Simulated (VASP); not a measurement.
```yaml
crystal:
  lattice:
    - [2.88779, 0.00000, 0.00000]
    - [0.00000, 2.88779, 0.00000]
    - [0.00000, 0.00000, 2.88779]
  atoms:
    - { symbol: Cr, position: [0.00000, 0.00000, 0.00000], spin: 2.0 }
    - { symbol: Cr, position: [0.50000, 0.50000, 0.50000], spin: -2.0 }
```

Calculation: MS2 meta-GGA, VASP's PBE PAW potentials (set 64) (plane waves; VASP). Settings: 520 eV cut-off, 13×13×13 Γ-centred mesh, first-order Methfessel-Paxton smearing of 0.10 eV, potentials Cr_pv.

Problem. Give the energy at these volumes per atom, relative to the lowest: 11.30, 11.66, 12.03, 12.39, 12.75 Å³.

Solution. 27.3, 6.7, 0.0, 5.1, 20.2 meV/atom. A third-order Birch-Murnaghan fit gives B0 = 173 GPa and B0′ = 4.5.

Measured: a 2.877 Å at 0 K (computed value off by +0.4 %), as given by H. Levämäki et al., Physical Review B (2014), arXiv:1402.3671 [corrected for temperature and zero-point phonon effects].

The compound is Cr in the bcc, AFM order structure. It was relaxed first.
